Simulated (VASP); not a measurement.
All values below come from PBE GGA, VASP's PBE PAW potentials (set 64) (plane waves; VASP).

The input files of a VASP run:

KPOINTS:
```
Automatic mesh
0
gamma
 1 1 1
```

File POSCAR:
```
C36Si35
1.0
  4.6409808260  -8.0384148411   0.0000000000
  4.6409808260   8.0384148411   0.0000000000
  0.0000000000   0.0000000000  10.1276834096
Si C
35 36
Cartesian
  0.0000000000   0.0000000000   0.0000000000
  9.2457341557  -0.0414460669   5.0927663686
  1.5295326918  -0.8890406430   7.5714966278
  1.5515587868   0.8831726002   2.5553563118
  1.5469920617   2.6794689342   0.0000000000
  1.5401558969   2.6658277442   5.0288910694
  3.0986807959   1.7806214251   7.5509981965
  3.0939887643   3.5726332841   2.5337438354
  3.0939887643   5.3589459069   0.0000000000
  3.0939887643   5.3589459069   5.0638417048
  4.6409808260   4.4657895955   7.5975855402
  4.6409808260   6.2521022183   2.5337438354
  1.5469920617  -2.6794689342   0.0000000000
  6.1599460045   5.3604490904   5.0664647748
  3.0939887643  -3.5726332841   7.5975855402
  3.1390851750  -1.7575350977   2.5318904693
  3.0939841233  -0.0000000000   0.0000000000
  4.6850330160  -0.8869747704   7.6368303134
  4.6221477258   0.9203824225   2.5049913422
  4.6409808260   2.6794769726   0.0000000000
  4.6837892331   2.6747182311   5.0529747005
  6.1879775287   1.7863126228   7.5975855402
  6.1879728877   3.5726332841   2.5337438354
  3.0939887643  -5.3589459069   0.0000000000
  3.0939887643  -5.3589459069   5.0638417048
  4.6409808260  -6.2521022183   7.5975855402
  4.6409808260  -4.4657895955   2.5337438354
  4.6409808260  -2.6794769726   0.0000000000
  4.6906718077  -2.6544694641   5.0166872108
  6.1879728877  -3.5726332841   7.5975855402
  6.1879775287  -1.7863126228   2.5337438354
  6.1879775287   0.0000000000   0.0000000000
  6.2370002091  -0.0044773971   5.0675990753
  7.7349695903  -0.8931563114   7.5975855402
  7.7349695903   0.8931563114   2.5337438354
  0.0000000000   0.0000000000   8.2252993579
  0.0000000000   0.0000000000   3.1614576531
  1.5025314654  -0.8683497632   5.7000323935
  1.5469920617   0.8931563114   0.6409810830
  1.5469920617   2.6794689342   8.2252993579
  1.5469920617   2.6794689342   3.1614576531
  3.1170312341   1.7674545016   5.7444625407
  3.0939887643   3.5726332841   0.6409810830
  3.0939887643   5.3589459069   8.2252993579
  3.0939887643   5.3589459069   3.1614576531
  4.6409808260   4.4657895955   5.7048227878
  4.6409808260   6.2521022183   0.6409810830
  1.5469920617  -2.6794689342   8.2252993579
  1.5469920617  -2.6794689342   3.1614576531
  3.0939887643  -3.5726332841   5.7048227878
  3.0939841233  -1.7863126228   0.6409810830
  3.0727284312  -0.0227487140   8.2000409155
  3.0452213378   0.0109563594   3.1977957812
  4.6167873930  -0.8563082178   5.6974397066
  4.6409808260   0.8931643498   0.6409810830
  4.6409808260   2.6794769726   8.2252993579
  4.6409808260   2.6794769726   3.1614576531
  6.1879775287   1.7863126228   5.7048227878
  6.1879728877   3.5726332841   0.6409810830
  3.0939887643  -5.3589459069   8.2252993579
  3.0939887643  -5.3589459069   3.1614576531
  4.6409808260  -6.2521022183   5.7048227878
  4.6409808260  -4.4657895955   0.6409810830
  4.6409808260  -2.6794769726   8.2252993579
  4.6409808260  -2.6794769726   3.1614576531
  6.1879728877  -3.5726332841   5.7048227878
  6.1879775287  -1.7863126228   0.6409810830
  6.1879775287   0.0000000000   8.2252993579
  6.1879775287   0.0000000000   3.1614576531
  7.7349695903  -0.8931563114   5.7048227878
  7.7349695903   0.8931563114   0.6409810830
```

**INCAR**
```
ALGO=Fast
EDIFF=1E-5
EDIFFG=-0.03
ENCUT=400
GGA=PE
IBRION=2
ISIF=2
ISMEAR=0
ISYM=0
LASPH=T
LCHARG=F
LREAL=Auto
LWAVE=F
NELECT=286.0
NELM=100
NELMIN=4
NSW=60
PREC=Normal
SIGMA=0.05
SYSTEM=C36Si35
```

POTCAR, in this order: Si C (PBE.64 set). Program: vasp_gam.

The cell is charged, with a uniform compensating background. The supercell is sampled at Γ alone, which is coarse: total energies, pressure and levels can be off, energies of defects by several tenths of an eV.

Estimate the energy per atom (σ→0).

| Quantity | Value |
|---|---|
| energy per atom (σ→0) | -7.099 eV/atom |

**OSZICAR**
```
...
       N       E                     dE             d eps       ncg     rms          rms(c)
DAV:   1    -0.504081446270E+03   -0.66724E-03   -0.84567E-02   364   0.693E-01    0.179E-01
RMM:   2    -0.504091524136E+03   -0.10078E-01   -0.49296E-03   358   0.114E-01    0.140E+00
RMM:   3    -0.504080895137E+03    0.10629E-01   -0.20677E-03   361   0.776E-02    0.795E-02
RMM:   4    -0.504081489088E+03   -0.59395E-03   -0.45085E-04   362   0.410E-02    0.169E-01
RMM:   5    -0.504081365348E+03    0.12374E-03   -0.11931E-04   326   0.195E-02    0.438E-02
RMM:   6    -0.504081360868E+03    0.44800E-05   -0.38997E-05   261   0.120E-02
  16 F= -.50408136E+03 E0= -.50405253E+03  d E =-.581062E-03
```

The cell is a supercell with a defect, built from SiC (4h): vac_Si, charge -2. The run is not spin-polarised, so no state with unpaired spins was tried.
